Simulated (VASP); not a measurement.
VASP input:

### INCAR
```
! general
SYSTEM   = LiCl
PREC     = Accurate
ENCUT    = 520   ! plane-wave cut-off (eV)
LREAL    = .False.   ! projection in real space or not
LASPH    = .True.   ! aspherical one-centre terms

! electronic loop
EDIFF    = 1E-7   ! SCF stop (eV)
NELM     = 100   ! most electronic steps
ALGO     = Normal   ! blocked Davidson

! smearing
ISMEAR   = -5   ! tetrahedra, Bloechl

! functional
GGA      = MK
LUSE_VDW = .True.
AGGAC    = 0.0
PARAM1   = 0.1234
PARAM2   = 1.0

! ions
ISIF     = 2   ! forces and stress, cell fixed

! output
LWAVE    = .False.
LCHARG   = .True.
LORBIT   = 11
NEDOS    = 601   ! DOS grid
```

File POSCAR:
```
LiCl
1
    0.0000000000     2.5467798578     2.5467798578
    2.5467798578     0.0000000000     2.5467798578
    2.5467798578     2.5467798578     0.0000000000
Li Cl
1 1
Direct
  0.0000000000   0.0000000000   0.0000000000
  0.5000000000   0.5000000000   0.5000000000
```

File KPOINTS:
```
K-points
0
G
 10 10 10
0 0 0
```

POTCAR, in this order: Li_sv Cl (PBE.64 set). Program: vasp_std.

**Question.** Write an equivalent input for Quantum ESPRESSO's pw.x.

**Answer.** One equivalent input (not run):
```
&CONTROL
  calculation = 'scf'
  pseudo_dir = './pseudo'
  outdir = './out'
  tprnfor = .true.
  tstress = .true.
/
&SYSTEM
  ibrav = 0
  nat = 2
  ntyp = 2
  ecutwfc = 74
  occupations = 'tetrahedra'
  input_dft = 'vdw-df-ob86'
/
&ELECTRONS
  conv_thr = 7.3e-09
  electron_maxstep = 100
/
ATOMIC_SPECIES
  Li 6.940 Li.upf
  Cl 35.450 Cl.upf
CELL_PARAMETERS angstrom
     0.0000000    2.5467799    2.5467799
     2.5467799    0.0000000    2.5467799
     2.5467799    2.5467799    0.0000000
ATOMIC_POSITIONS crystal
  Li   0.0000000  0.0000000  0.0000000
  Cl   0.5000000  0.5000000  0.5000000
K_POINTS automatic
  10 10 10 0 0 0
```
Limits of the translation: the potentials are each code's own (VASP's PAW set, PseudoDojo norm-conserving files in pw.x), so ENCUT and ecutwfc are chosen apart and not converted; conv_thr bounds pw.x's estimated SCF error, while EDIFF bounds the energy change between steps.

The compound is LiCl in the rock salt structure. It was relaxed first.
